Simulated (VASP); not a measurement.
The system is CH4, in a box.

```
CELL_PARAMETERS angstrom
12.22816 0.00000 0.00000
0.00000 12.72816 0.00000
0.00000 0.00000 13.22816
ATOMIC_POSITIONS crystal
C 0.50000 0.50393 0.50000
H 0.51757 0.42833 0.53635
H 0.56269 0.56134 0.52159
H 0.41944 0.53208 0.52443
H 0.50029 0.49396 0.41764
```

Base run:

- Program: VASP 6.6.1
- Functional: RPBE
- Potentials or basis: VASP PAW PBE potentials, release 64 (C, H)
- Cutoff: 400 eV
- k mesh: 1 × 1 × 1
- Occupations: gaussian, width 0.01 eV
- Spin: no spin polarisation

Its results: gap between the frontier levels 8.83 eV; largest force 0.049 eV/Å.

Question: The run is repeated on the same cell with these changes: functional from RPBE to optB86b-vdW. What comes out?

Answer: Gap between the frontier levels 8.65 eV; largest force 0.039 eV/Å.

Caveats: the PAW data sets were made with another functional, which shifts forces and pressure a little.

